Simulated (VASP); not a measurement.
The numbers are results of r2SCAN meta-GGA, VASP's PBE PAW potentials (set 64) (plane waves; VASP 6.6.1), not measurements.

The input files of a VASP run:

### POSCAR
```
K
1.0
 -2.6160401872   2.6160401872   2.6160401872
  2.6160401872  -2.6160401872   2.6160401872
  2.6160401872   2.6160401872  -2.6160401872
K
1
direct
  1.0000000000   1.0000000000   1.0000000000
```

KPOINTS:
```
Automatic mesh
0
Gamma
10 10 10
0 0 0
```

**INCAR**
```
ALGO = Normal
EDIFF = 1E-7
ENCUT = 520
ISIF = 2
ISMEAR = 1
LASPH = .TRUE.
LCHARG = .FALSE.
LMIXTAU = .TRUE.
LREAL = .FALSE.
LWAVE = .FALSE.
METAGGA = R2SCAN
NELM = 100
PREC = Accurate
SIGMA = 0.1
SYSTEM = K
```

POTCAR, in this order: K_sv (PBE.64 set). Program: vasp_std.

The resulting files:

### OSZICAR
```
       N       E                     dE             d eps       ncg     rms          rms(c)
DAV:   1     0.435920699409E+02    0.43592E+02   -0.38160E+03   752   0.893E+02
DAV:   2    -0.664140122314E+01   -0.50233E+02   -0.49831E+02   768   0.230E+02
DAV:   3    -0.833161519212E+01   -0.16902E+01   -0.16825E+01  1256   0.377E+01
DAV:   4    -0.837409010857E+01   -0.42475E-01   -0.42117E-01  1176   0.425E+00
DAV:   5    -0.837426449298E+01   -0.17438E-03   -0.17438E-03  1336   0.264E-01    0.211E+00
DAV:   6    -0.652146255249E+01    0.18528E+01   -0.15330E+00   784   0.120E+01    0.104E+00
DAV:   7    -0.599185946480E+01    0.52960E+00   -0.27442E-01   944   0.504E+00    0.638E-01
DAV:   8    -0.631920901047E+01   -0.32735E+00   -0.21919E-01   776   0.436E+00    0.357E-01
DAV:   9    -0.590874931063E+01    0.41046E+00   -0.18267E-01   752   0.381E+00    0.530E-02
DAV:  10    -0.601738199432E+01   -0.10863E+00   -0.44050E-02   896   0.252E+00    0.747E-02
DAV:  11    -0.601775654724E+01   -0.37455E-03   -0.16344E-03  1352   0.276E-01    0.882E-02
DAV:  12    -0.601643974359E+01    0.13168E-02   -0.10551E-03   832   0.563E-01    0.111E-01
DAV:  13    -0.601196110877E+01    0.44786E-02   -0.69978E-03   776   0.122E+00    0.168E-01
DAV:  14    -0.600586903048E+01    0.60921E-02   -0.93915E-03   784   0.142E+00    0.234E-01
DAV:  15    -0.600531358292E+01    0.55545E-03   -0.98264E-04  1120   0.436E-01    0.237E-01
DAV:  16    -0.600594880537E+01   -0.63522E-03   -0.16450E-04   832   0.192E-01    0.191E-01
DAV:  17    -0.600378064185E+01    0.21682E-02   -0.34578E-03   792   0.562E-01    0.108E-01
DAV:  18    -0.600450958964E+01   -0.72895E-03   -0.59275E-04  1000   0.344E-01    0.916E-02
DAV:  19    -0.600473071434E+01   -0.22112E-03   -0.61079E-04   784   0.345E-01    0.603E-02
DAV:  20    -0.600481214650E+01   -0.81432E-04   -0.65258E-04   752   0.362E-01    0.226E-02
DAV:  21    -0.600477273964E+01    0.39407E-04   -0.33859E-05   904   0.653E-02    0.149E-02
DAV:  22    -0.600490946202E+01   -0.13672E-03   -0.15845E-04   800   0.130E-01    0.950E-03
DAV:  23    -0.600479097913E+01    0.11848E-03   -0.11350E-04   776   0.129E-01    0.861E-03
DAV:  24    -0.600478813685E+01    0.28423E-05   -0.27506E-06  1152   0.184E-02    0.477E-03
DAV:  25    -0.600478772251E+01    0.41434E-06   -0.48115E-07   992   0.104E-02    0.313E-03
DAV:  26    -0.600478854648E+01   -0.82397E-06   -0.61341E-07   848   0.101E-02    0.174E-03
DAV:  27    -0.600478628718E+01    0.22593E-05   -0.46297E-07   840   0.872E-03    0.120E-03
DAV:  28    -0.600478586578E+01    0.42140E-06   -0.19815E-06   776   0.139E-02    0.434E-04
DAV:  29    -0.600478533259E+01    0.53320E-06   -0.21169E-07   856   0.494E-03    0.221E-04
DAV:  30    -0.600478529604E+01    0.36552E-07   -0.32910E-08  1184   0.194E-03
   1 F= -.60047853E+01 E0= -.60043915E+01  d E =-.118138E-02
```

File OUTCAR:
```
------------------------ aborting loop because EDIFF is reached ----------------------------------------
  FORCE on cell =-STRESS in cart. coord.  units (eV):
  Direction    XX          YY          ZZ          XY          YZ          ZX
  --------------------------------------------------------------------------------------
  Total        0.1069496      0.1069496      0.1069496     -0.0000000      0.0000000     -0.0000000
  in kB        2.3927464      2.3927464      2.3927464     -0.0000000      0.0000000     -0.0000000
  external PRESSURE =       2.3927464 kB  Pullay stress =       0.0000000 kB
  volume of cell :       71.61
      direct lattice vectors                 reciprocal lattice vectors
    -2.616040187  2.616040187  2.616040187     0.000000000  0.191128562  0.191128562
     2.616040187 -2.616040187  2.616040187     0.191128562  0.000000000  0.191128562
     2.616040187  2.616040187 -2.616040187     0.191128562  0.191128562  0.000000000
 POSITION                                       TOTAL-FORCE (eV/Angst)
 -----------------------------------------------------------------------------------
      0.00000      0.00000      0.00000         0.000000     -0.000000      0.000000
 -----------------------------------------------------------------------------------
    total drift:                               -0.000000     -0.000000      0.000000
  FREE ENERGIE OF THE ION-ELECTRON SYSTEM (eV)
  ---------------------------------------------------
  free  energy   TOTEN  =        -6.0047852960 eV

  energy  without entropy=       -6.0036039146  energy(sigma->0) =       -6.00439150
```
(Selected blocks of OUTCAR.)

The compound is K in the bcc structure. This cell is one point of a volume scan, at 0.94 of the reference volume.
